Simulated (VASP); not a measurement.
# NiC (relaxed from the rock salt structure, space group Fm-3m): computed properties

Computed with r2SCAN meta-GGA, VASP's PBE PAW potentials (set 64) (plane waves; VASP 6.6.1).

```yaml
space_group: Fm-3m (225)
cell: a = 4.0423 Å, b = 4.0423 Å, c = 4.0423 Å, α = 90.00°, β = 90.00°, γ = 90.00°
volume_per_atom: 8.26 Å³/atom
band gap (over mesh and band path): none (metal, semimetal or under 0.01 eV)
density: 7.11 g/cm³
```

```cif
data_CNi
_chemical_formula_sum 'Ni1 C1'
_space_group_name_H-M_alt 'P 1'
_space_group_IT_number 1
_cell_length_a 2.85836
_cell_length_b 2.85836
_cell_length_c 2.85836
_cell_angle_alpha 60.000
_cell_angle_beta 60.000
_cell_angle_gamma 60.000
loop_
_space_group_symop_operation_xyz
  'x, y, z'
loop_
_atom_site_label
_atom_site_type_symbol
_atom_site_fract_x
_atom_site_fract_y
_atom_site_fract_z
_atom_site_occupancy
Ni1 Ni 0.00000 0.00000 0.00000 1
C1 C 0.50000 0.50000 0.50000 1
```

The structure was generated: NiC was put into the rock salt type (Fm-3m), which need not be its known phase. It was relaxed first, which changed the volume by -18 %. Symmetry was kept, so distortions that lower it aren't found.
